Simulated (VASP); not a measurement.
Given:

```
CELL_PARAMETERS angstrom
      4.87003     0.00000     0.00000
      0.00000     4.87003     0.00000
      0.00000     0.00000     3.25915
ATOMIC_POSITIONS crystal
  Zr 0.00000 0.00000 0.00000
  Zr 0.50000 0.50000 0.50000
  O  0.30570 0.30570 0.00000
  O  0.80570 0.19430 0.50000
  O  0.19430 0.80570 0.50000
  O  0.69430 0.69430 0.00000
```

The numbers are results of r2SCAN meta-GGA, VASP's PBE PAW potentials (set 64) (plane waves; VASP 6.6.1), not measurements. Settings: 520 eV cut-off, 5×5×8 Γ-centred mesh, tetrahedra with Blöchl corrections, potentials Zr_sv O.

Problem. Give the energies of bands 14 to 27 at the high-symmetry points, in eV from the valence-band maximum.

Solution. 
```json
[
 {"band": "14", "Γ": "-4.88", "X": "-3.94", "M": "-4.93", "Z": "-3.78", "R": "-4.34", "A": "-3.80"},
 {"band": "15", "Γ": "-4.20", "X": "-3.49", "M": "-3.66", "Z": "-3.03", "R": "-3.46", "A": "-3.44"},
 {"band": "16", "Γ": "-3.58", "X": "-3.49", "M": "-3.66", "Z": "-3.03", "R": "-3.46", "A": "-3.44"},
 {"band": "17", "Γ": "-3.58", "X": "-2.76", "M": "-2.24", "Z": "-2.83", "R": "-2.15", "A": "-3.10"},
 {"band": "18", "Γ": "-1.69", "X": "-2.76", "M": "-2.24", "Z": "-2.83", "R": "-2.15", "A": "-3.10"},
 {"band": "19", "Γ": "-1.69", "X": "-2.66", "M": "-1.71", "Z": "-2.05", "R": "-1.63", "A": "-1.97"},
 {"band": "20", "Γ": "-1.52", "X": "-2.66", "M": "-1.71", "Z": "-2.05", "R": "-1.63", "A": "-1.97"},
 {"band": "21", "Γ": "-0.79", "X": "-1.42", "M": "-1.11", "Z": "-1.98", "R": "-1.62", "A": "-1.09"},
 {"band": "22", "Γ": "-0.56", "X": "-1.42", "M": "-1.11", "Z": "-1.98", "R": "-1.62", "A": "-1.09"},
 {"band": "23", "Γ": "-0.56", "X": "-0.65", "M": "-0.82", "Z": "-0.86", "R": "-0.94", "A": "-0.50"},
 {"band": "24", "Γ": "0.00", "X": "-0.65", "M": "-0.82", "Z": "-0.86", "R": "-0.94", "A": "-0.50"},
 {"band": "25", "Γ": "4.10", "X": "4.71", "M": "4.16", "Z": "5.34", "R": "4.11", "A": "4.90"},
 {"band": "26", "Γ": "4.29", "X": "4.71", "M": "4.16", "Z": "5.34", "R": "4.11", "A": "4.90"},
 {"band": "27", "Γ": "4.92", "X": "5.80", "M": "5.26", "Z": "5.71", "R": "5.90", "A": "5.71"}
]
```

The gap is direct, 4.10 eV, from the valence maximum at Γ to the conduction minimum at Γ.

The structure was generated: ZrO2 was put into the rutile type (P4_2/mnm), which need not be its known phase. It was relaxed first.
